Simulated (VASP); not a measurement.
# LiCaSc with LDA: from relaxation to properties, part 3 of 5

Wanted: the relaxed cell of LiCaSc and its properties. The cell is invented: other elements were put on sites of a known structure type. It may not be a known or stable phase. The atoms of the start are displaced at random from the sites of a P-6m2 cell.

VASP 6.6.1; LDA; plane waves and PAW (Li_sv, Ca_sv, Sc_sv); invented cell.

So far. Step 3 (Second relaxation): It ends with a largest force of 0.006 eV/Å and a pressure of -0.03 GPa. Step 4 (Single point with fields (LDA)): In this run the pressure is -0.03 GPa, small enough to go on; single stress components reach 0.04 GPa.

### 5. Bands along the symmetry lines (LDA)

The mesh alone shows little of the dispersion and can miss band extrema, so KPOINTS_OPT adds a path through the symmetry points after the self-consistent cycle.

INCAR reads:

```
SYSTEM = LiCaSc
PREC = Accurate
ENCUT = 650
EDIFF = 1E-06
NELM = 100
ISMEAR = 1
SIGMA = 0.2
LREAL = .FALSE.
ALGO = Normal
GGA = CA
LORBIT = 11
LWAVE = .FALSE.
LCHARG = .FALSE.
```

POSCAR reads:

```
LiCaSc
1.0
    2.9893830329      0.0000000000      0.0000000000
    0.0000000000      2.7160525077      4.6975904837
    0.0000000000     -2.7160525077      4.6975904837
Li Ca Sc
1 1 1
Direct
    0.5000000000      0.9972157744      0.9972157744
    0.0000000000      0.6633069063      0.6633069063
    0.0000000000      0.3297820362      0.3297820362
```

KPOINTS reads:

```
Automatic mesh
0
Gamma
8 5 5
0 0 0
```

KPOINTS_OPT reads:

```
Line mode
16
Line-mode
Reciprocal
  0.00000000   0.00000000   0.00000000 GAMMA
  0.00000000   0.33357301  -0.33357301 X

  0.00000000   0.33357301  -0.33357301 X
  0.00000000   0.00000000  -0.50000000 S

  0.00000000   0.00000000  -0.50000000 S
 -0.50000000   0.00000000  -0.50000000 R

 -0.50000000   0.00000000  -0.50000000 R
 -0.50000000   0.33357301  -0.33357301 A

 -0.50000000   0.33357301  -0.33357301 A
 -0.50000000   0.00000000   0.00000000 Z

 -0.50000000   0.00000000   0.00000000 Z
  0.00000000   0.00000000   0.00000000 GAMMA

  0.00000000   0.00000000   0.00000000 GAMMA
  0.00000000  -0.50000000  -0.50000000 Y

  0.00000000  -0.50000000  -0.50000000 Y
  0.00000000  -0.33357301  -0.66642699 X1

  0.00000000  -0.33357301  -0.66642699 X1
 -0.50000000  -0.33357301  -0.66642699 A1

 -0.50000000  -0.33357301  -0.66642699 A1
 -0.50000000  -0.50000000  -0.50000000 T

 -0.50000000  -0.50000000  -0.50000000 T
  0.00000000  -0.50000000  -0.50000000 Y

 -0.50000000   0.00000000   0.00000000 Z
 -0.50000000  -0.50000000  -0.50000000 T
```

Potentials, in the order of the species: Li_sv, Ca_sv and Sc_sv (LDA family, release 64).

On the command line:

```sh
$ mpirun -np 1 vasp_std
```

The program printed:

```text
[... set-up lines as in an earlier step ...]
 entering main loop
       N       E                     dE             d eps       ncg     rms          rms(c)
[... 14 cycles as in an earlier step ...]
   1 F= -.98663871E+01 E0= -.98663456E+01  d E =-.124399E-03
 Start KPOINTS_OPT (optional k-point list driver)
k-point batch [1-45\192]
       N       E                     dE             ncg
DAV:   1    -0.824395172510E+04   -0.28308E+05     1440
DAV:   2    -0.225717205934E+05   -0.14328E+05     1624
DAV:   3    -0.234572230379E+05   -0.88550E+03     2552
DAV:   4    -0.235822113507E+05   -0.12499E+03     2560
DAV:   5    -0.235923437686E+05   -0.10132E+02     2088
DAV:   6    -0.235930774283E+05   -0.73366E+00     2352
DAV:   7    -0.235930857911E+05   -0.83628E-02     2168
DAV:   8    -0.235930860331E+05   -0.24198E-03     2304
DAV:   9    -0.235930860384E+05   -0.53819E-05     1824
DAV:  10    -0.235930860388E+05   -0.33209E-06     1424
[...]
k-point batch [181-192\192]
       N       E                     dE             ncg
DAV:   1     0.281037662073E+05   -0.14867E+05      384
DAV:   2     0.243124574142E+05   -0.37913E+04      448
DAV:   3     0.240996933527E+05   -0.21276E+03      664
DAV:   4     0.240693449270E+05   -0.30348E+02      696
DAV:   5     0.240662985547E+05   -0.30464E+01      568
DAV:   6     0.240659945385E+05   -0.30402E+00      672
DAV:   7     0.240659904671E+05   -0.40715E-02      544
DAV:   8     0.240659902608E+05   -0.20624E-03      672
DAV:   9     0.240659902562E+05   -0.46351E-05      536
DAV:  10     0.240659902560E+05   -0.22723E-06      448
```

Run time: 3.9 min. Hardware: 1 MPI rank of Intel Xeon Platinum 8375C at 2.90GHz (Ice Lake), shared host; peak memory 0.3 GiB.

Parts of OUTCAR (step 5):

```text
   NELECT =      24.0000    total number of electrons

 E-fermi :   2.4098

[... 20 parts as in an earlier step ...]

[... 2 further parts left out ...]
```

Within 0.02 Å the cell has space group P-6m2; at a tight tolerance a small distortion makes it Amm2.

The electronic bands at the labelled points (eV, zero at the Fermi level; # counts the bands kept in this run):

| point | #1 | #2 | #3 | #4 | #5 |
| --- | --- | --- | --- | --- | --- |
| Γ | -4.30 | -0.27 | -0.27 | -0.24 | 0.73 |
| 0.53 of the way | -3.65 | -1.11 | -0.91 | 0.11 | 0.30 |
| X | -2.54 | -2.11 | -1.73 | 0.24 | 0.45 |
| 0.47 of the way | -2.81 | -2.13 | -1.27 | 0.23 | 0.47 |
| S | -2.97 | -2.19 | -0.76 | 0.24 | 0.26 |
| 0.53 of the way | -1.74 | -1.50 | -0.23 | 0.09 | 0.85 |
| R | -0.76 | -0.71 | 0.08 | 0.25 | 0.66 |
| 0.47 of the way | -0.90 | -0.55 | 0.00 | 0.20 | 0.71 |
| A | -0.97 | -0.44 | -0.10 | 0.15 | 0.94 |
| 0.47 of the way | -0.71 | -0.46 | -0.44 | 0.04 | 0.79 |
| Z | -1.18 | -0.25 | -0.25 | 0.19 | 1.38 |
| 0.47 of the way | -3.06 | 0.26 | 0.26 | 0.38 | 0.39 |
| Γ | -4.30 | -0.27 | -0.27 | -0.24 | 0.73 |
| 0.47 of the way | -3.92 | -0.91 | -0.41 | -0.08 | 0.27 |
| Y | -2.97 | -2.19 | -0.76 | 0.24 | 0.26 |
| 0.47 of the way | -2.84 | -2.14 | -1.18 | 0.23 | 0.48 |
| X1 | -2.54 | -2.11 | -1.73 | 0.24 | 0.45 |
| 0.47 of the way | -1.62 | -1.37 | -1.30 | 0.32 | 1.04 |
| A1 | -0.97 | -0.44 | -0.10 | 0.15 | 0.94 |
| 0.47 of the way | -0.92 | -0.53 | -0.01 | 0.20 | 0.74 |
| T | -0.76 | -0.72 | 0.09 | 0.26 | 0.65 |
| 0.47 of the way | -1.74 | -1.50 | -0.23 | 0.09 | 0.86 |
| Y | -2.97 | -2.19 | -0.76 | 0.24 | 0.26 |
| jump to Z | -1.18 | -0.25 | -0.25 | 0.19 | 1.38 |
| 0.53 of the way | -0.61 | -0.56 | -0.54 | 0.09 | 0.92 |
| T | -0.76 | -0.72 | 0.09 | 0.26 | 0.65 |

Of the projections kept (Li, Ca, Sc), the largest for each band there, as a share of the weight inside these atoms' spheres; weight between the spheres isn't counted:

| point | #1 | #2 | #3 | #4 | #5 |
| --- | --- | --- | --- | --- | --- |
| Γ | Sc 0.64 | Sc 0.74 | Sc 0.74 | Sc 0.97 | Sc 0.59 |
| X | Sc 0.86 | Ca 0.62 | Sc 0.52 | Sc 0.97 | Sc 0.75 |
| S | Sc 0.73 | Sc 0.43 | Sc 0.74 | Sc 0.70 | Sc 0.91 |
| R | Sc 0.76 | Sc 0.74 | Sc 0.51 | Sc 0.78 | Sc 0.64 |
| A | Sc 0.71 | Sc 0.93 | Ca 0.73 | Sc 0.69 | Sc 0.81 |
| Z | Sc 0.63 | Sc 0.82 | Sc 0.83 | Sc 0.59 | Sc 0.98 |

The electronic bands as a text plot (rows in eV; labels by their first letter):

```
    1.3 |                    ***                             *
    1.0 |           **                         *****   **     *
    0.8 |*         *  * *** *   *   **              * *  *     *
    0.6 |    ***  *    *   *     * *  *    ****      *    *     *
    0.3 | ********  *****      *  **   **********    ****  **
    0.1 |  **     *    ********  * *    *        *****    *  ****
   -0.2 |**        *     ***  ***   ****           *  *  *
   -0.4 |**       * * *  *****        **          **    * *  ***
   -0.6 | **     *   ****   *           **       *  ****   *   **
   -0.9 |  *    *    *******           *  *     *  *****    * *
   -1.1 |      *     *       **                 ***    *     *
   -1.3 |   *       *          *        *  *   *        *
   -1.6 |    **    **                        ***        **
   -1.8 |                                   * *           *
   -2.0 |    *** ***            *        * ***           * *
   -2.3 |       *                         *   *             *
   -2.5 |     *   *                         **            *
   -2.8 |    * *                 *         *               *
   -3.0 |       **                        *                 *
   -3.2 |   *                     *      *
   -3.5 |                               *
   -3.7 |  *                       *
   -3.9 |                              *
   -4.2 |**                         ***
         Γ    X S      R A    Z      Γ    Y X      A T     Y|Z  T
```

There is no gap at this level.

### 6. Total and projected DOS (LDA)

A density of states needs more k-points than a total energy, and tetrahedra (ISMEAR = -5) or a smearing that fits the mesh; LORBIT projects the states on the PAW spheres. The mesh is finer than in the run before.

INCAR: that of step 5 with these lines changed.

```diff
@@ -5,3 +5,3 @@
 NELM = 100
-ISMEAR = 1
+ISMEAR = -5
 SIGMA = 0.2
@@ -13 +13,2 @@
 LCHARG = .FALSE.
+NEDOS = 2001
```

POSCAR is that of step 5.

KPOINTS reads:

```
Automatic mesh
0
Gamma
11 7 7
0 0 0
```

On the command line:

```sh
$ mpirun -np 1 vasp_std
```

The program printed:

```text
[... set-up lines as in an earlier step ...]
 entering main loop
       N       E                     dE             d eps       ncg     rms          rms(c)
DAV:   1     0.325862858173E+03    0.32586E+03   -0.13260E+04  3072   0.175E+03
DAV:   2     0.910350882156E+01   -0.31676E+03   -0.31458E+03  3904   0.525E+02
DAV:   3    -0.900067875721E+01   -0.18104E+02   -0.17987E+02  5536   0.132E+02
DAV:   4    -0.115042874452E+02   -0.25036E+01   -0.25004E+01  5384   0.279E+01
DAV:   5    -0.117425110481E+02   -0.23822E+00   -0.23789E+00  4640   0.942E+00    0.628E+00
DAV:   6    -0.103013570702E+02    0.14412E+01   -0.21876E+01  4608   0.272E+01    0.398E+00
DAV:   7    -0.995256463076E+01    0.34879E+00   -0.37157E+00  5448   0.128E+01    0.179E+00
DAV:   8    -0.990923206469E+01    0.43333E-01   -0.70770E-01  4400   0.663E+00    0.863E-01
DAV:   9    -0.989178969775E+01    0.17442E-01   -0.15448E-01  4736   0.308E+00    0.190E-01
DAV:  10    -0.989137298456E+01    0.41671E-03   -0.49506E-03  4504   0.620E-01    0.506E-02
DAV:  11    -0.989131247657E+01    0.60508E-04   -0.61928E-04  4768   0.167E-01    0.380E-02
DAV:  12    -0.989129930991E+01    0.13167E-04   -0.24369E-04  4352   0.132E-01    0.870E-03
DAV:  13    -0.989130455479E+01   -0.52449E-05   -0.12913E-05  4512   0.235E-02    0.231E-03
DAV:  14    -0.989130123808E+01    0.33167E-05   -0.17005E-06  2704   0.111E-02    0.834E-04
DAV:  15    -0.989130190564E+01   -0.66756E-06   -0.22001E-07  2248   0.588E-03
   1 F= -.98913019E+01 E0= -.98913019E+01  d E =0.000000E+00
 -----------------------------------------------------------------------------
|                                                                             |
|           W    W    AA    RRRRR   N    N  II  N    N   GGGG   !!!           |
|           W    W   A  A   R    R  NN   N  II  NN   N  G    G  !!!           |
|           W    W  A    A  R    R  N N  N  II  N N  N  G       !!!           |
|           W WW W  AAAAAA  RRRRR   N  N N  II  N  N N  G  GGG   !            |
|           WW  WW  A    A  R   R   N   NN  II  N   NN  G    G                |
|           W    W  A    A  R    R  N    N  II  N    N   GGGG   !!!           |
|                                                                             |
|     Tetrahedron method does not include variations of the Fermi             |
|     occupations, so forces and stress will be inaccurate. We suggest        |
|     using a different smearing scheme ISMEAR = 1 or 2 for metals in         |
|     relaxations.                                                            |
|                                                                             |
 -----------------------------------------------------------------------------
```

Run time: 2.4 min. Hardware: 1 MPI rank; peak memory 0.34 GiB.

From OUTCAR (step 6):

```text
   k-points           NKPTS =     96   k-points in BZ     NKDIM =     96   number of bands    NBANDS=     16

   NELECT =      24.0000    total number of electrons

 E-fermi :   2.3974

 k-point     1 :       0.0000    0.0000    0.0000
  band No.  band energies     occupation
    ...
      9     -19.3170      2.00000
     10      -1.8862      2.00000
     11       2.1360      2.00000
     12       2.1430      2.00000
     13       2.1752      2.00000
     14       3.1491      0.00000
     15       3.1516      0.00000
     16       3.2427      0.00000

  Total       -0.0895037      0.0161224     -0.0005697      0.0000000      0.0000000      0.0000000
  in kB       -1.8798653      0.3386227     -0.0119659      0.0000000      0.0000000      0.0000000
  external PRESSURE =      -0.5177362 kB  Pullay stress =       0.0000000 kB

 POSITION                                       TOTAL-FORCE (eV/Angst)
 -----------------------------------------------------------------------------------
      1.49469      0.00000      9.36902         0.000000      0.000000     -0.005861
      0.00000      0.00000      6.23189         0.000000      0.000000      0.004058
      0.00000      0.00000      3.09836         0.000000      0.000000      0.001803
 -----------------------------------------------------------------------------------
    total drift:                               -0.000000     -0.000000     -0.000066

  FREE ENERGIE OF THE ION-ELECTRON SYSTEM (eV)
  ---------------------------------------------------
  free  energy   TOTEN  =        -9.8913019056 eV

  energy  without entropy=       -9.8913019056  energy(sigma->0) =       -9.89130191

[... 6 parts as in an earlier step ...]

[... 10 further parts left out ...]
```

With tetrahedra the forces and stress of a metal are not exact derivatives of the energy.

This step gave:

```
SCF cycles                                           : 15
irreducible k-points                                 : 96
free energy (TOTEN)                                  : -9.891 eV
Fermi energy                                         : 2.397 eV
pressure                                             : -0.05177 GPa
DOS at the Fermi level, one point of the energy grid : 1.395 states/eV/cell
```

The density of states has structure finer than the step of the table below, so its rows give means over 0.5 eV, whole bins alone (the curve runs from -12.0 to 0.841 eV). Peaks (eV: height): total -0.94: 7.45, -0.52: 7.50, 0.27: 10.2, 0.61: 7.87; Sc d -0.94: 2.07, -0.52: 2.51, 0.36: 4.06, 0.61: 3.26; Ca d -0.94: 0.743, -0.52: 0.596, -0.38: 0.476, 0.27: 0.917, 0.61: 0.854.

States under -12.0 eV and over 0.8 eV are left out. Table of density of states by energy, zero at the Fermi level; means over each step; values in states/eV/cell:

| energy (eV) | total | Sc d | Ca d |
| --- | --- | --- | --- |
| -4.5 | 3.4e-4 | 0 | 0 |
| -4.0 | 0.211 | 2.9e-4 | 9.4e-5 |
| -3.5 | 0.451 | 0.00193 | 0.00101 |
| -3.0 | 0.736 | 0.00780 | 0.00415 |
| -2.5 | 0.654 | 0.0101 | 0.00673 |
| -2.0 | 0.846 | 0.0270 | 0.0156 |
| -1.5 | 1.46 | 0.111 | 0.0471 |
| -1.0 | 2.66 | 0.494 | 0.167 |
| -0.5 | 4.18 | 1.20 | 0.323 |
| 0.0 | 2.61 | 0.867 | 0.185 |
| 0.5 | 6.32 | 2.66 | 0.608 |

The finer mesh and the other smearing move the Fermi level by -0.01 eV from the 8×5×5 run, a small shift, which tests the Fermi level alone. Of the states within 0.3 eV of the Fermi level, the largest shares in the PAW spheres are Sc d 33 % and Ca d 7 %. The rest lies in smaller channels or between the spheres.

### 7. Volume scan with LDA, volume scale 0.94

An equation of state needs energies on both sides of the minimum, all on one mesh and cutoff.

INCAR: that of step 6 with these lines changed.

```diff
@@ -5,3 +5,3 @@
 NELM = 100
-ISMEAR = -5
+ISMEAR = 1
 SIGMA = 0.2
@@ -13,2 +13,2 @@
 LCHARG = .FALSE.
-NEDOS = 2001
+ISIF = 2
```

POSCAR reads:

```
LiCaSc
1.0
    2.9283580927      0.0000000000      0.0000000000
    0.0000000000      2.6606073071      4.6016943823
    0.0000000000     -2.6606073071      4.6016943823
Li Ca Sc
1 1 1
Direct
    0.5000000000      0.9972157744      0.9972157744
    0.0000000000      0.6633069063      0.6633069063
    0.0000000000      0.3297820362      0.3297820362
```

KPOINTS reads:

```
Automatic mesh
0
Gamma
8 5 5
0 0 0
```

On the command line:

```sh
$ mpirun -np 1 vasp_std
```

The program printed:

```text
[... set-up lines as in an earlier step ...]
 entering main loop
       N       E                     dE             d eps       ncg     rms          rms(c)
DAV:   1     0.326349751649E+03    0.32635E+03   -0.13421E+04  1440   0.178E+03
DAV:   2     0.891001557485E+01   -0.31744E+03   -0.31522E+03  1792   0.526E+02
DAV:   3    -0.897307407400E+01   -0.17883E+02   -0.17628E+02  2592   0.131E+02
DAV:   4    -0.114523084158E+02   -0.24792E+01   -0.24755E+01  2416   0.282E+01
DAV:   5    -0.116966462399E+02   -0.24434E+00   -0.24382E+00  2232   0.917E+00    0.637E+00
DAV:   6    -0.102865327225E+02    0.14101E+01   -0.22133E+01  2144   0.278E+01    0.412E+00
DAV:   7    -0.991311518600E+01    0.37342E+00   -0.37496E+00  2504   0.133E+01    0.192E+00
DAV:   8    -0.987349416380E+01    0.39621E-01   -0.90701E-01  2080   0.739E+00    0.111E+00
DAV:   9    -0.984392277060E+01    0.29571E-01   -0.29104E-01  2128   0.398E+00    0.233E-01
DAV:  10    -0.984309033003E+01    0.83244E-03   -0.16135E-02  2424   0.835E-01    0.876E-02
DAV:  11    -0.984295296073E+01    0.13737E-03   -0.49200E-03  2200   0.412E-01    0.777E-02
DAV:  12    -0.984281221114E+01    0.14075E-03   -0.12450E-03  2096   0.245E-01    0.122E-02
DAV:  13    -0.984281221324E+01   -0.21000E-08   -0.26457E-05  2360   0.373E-02    0.321E-03
DAV:  14    -0.984281202724E+01    0.18601E-06   -0.73001E-07  1240   0.811E-03
   1 F= -.98428120E+01 E0= -.98427824E+01  d E =-.888415E-04
```

It took 60 s on 1 MPI rank; peak memory 0.24 GiB.

From OUTCAR (step 7):

```text
   ENCUT  =  650.0 eV  47.77 Ry    6.91 a.u.   6.09 11.05 11.05*2*pi/ulx,y,z

   NELECT =      24.0000    total number of electrons

 E-fermi :   2.6980

 k-point     1 :       0.0000    0.0000    0.0000
  band No.  band energies     occupation
    ...
      9     -18.8833      2.00000
     10      -1.6741      2.00000
     11       2.3859      2.04978
     12       2.3939      2.05345
     13       2.4409      2.06987
     14       3.5025     -0.00000
     15       3.5056     -0.00000
     16       3.5533     -0.00000

  Total        0.7276528      0.7298015      0.7279177      0.0000000      0.0000000      0.0000000
  in kB       16.2585587     16.3065685     16.2644785      0.0000000      0.0000000      0.0000000
  external PRESSURE =      16.2765352 kB  Pullay stress =       0.0000000 kB

 POSITION                                       TOTAL-FORCE (eV/Angst)
 -----------------------------------------------------------------------------------
      1.46418      0.00000      9.17776         0.000000      0.000000     -0.007616
      0.00000      0.00000      6.10467         0.000000      0.000000      0.004695
      0.00000      0.00000      3.03511         0.000000      0.000000      0.002921
 -----------------------------------------------------------------------------------
    total drift:                                0.000000      0.000000     -0.000229

  FREE ENERGIE OF THE ION-ELECTRON SYSTEM (eV)
  ---------------------------------------------------
  free  energy   TOTEN  =        -9.8428120272 eV

  energy  without entropy=       -9.8427231857  energy(sigma->0) =       -9.84278241

[... 2 parts as in an earlier step ...]

[... 14 further parts left out ...]
```

The scan keeps the cell's shape and the fractional positions fixed.

This step gave:

- SCF cycles: 14
- irreducible k-points: 45
- free energy (TOTEN): -9.843 eV
- Fermi energy: 2.698 eV
- pressure: 1.628 GPa

The pressure here is 1.63 GPa.

(Continued in part 4 of 5.)

[Lines on the potential files, build, host, timing and source positions are cut from VASP's logs without a mark.]

[Logs are printed without paths, hosts, clocks, repeated set-up lines and the standing remarks that a program may print on its own settings, such as how far it seeks lower states.]

[Hosts, paths, dates, database ids (printed as entryN), source tags and the programs' standing remarks are cut or masked in the printed files.]

[A measured line is paired with the nearest computed mode of its activity, which favours agreement.]

[In band tables of VASP the shares of atoms and orbitals are scaled to a sum of 1 inside the atoms' spheres.]
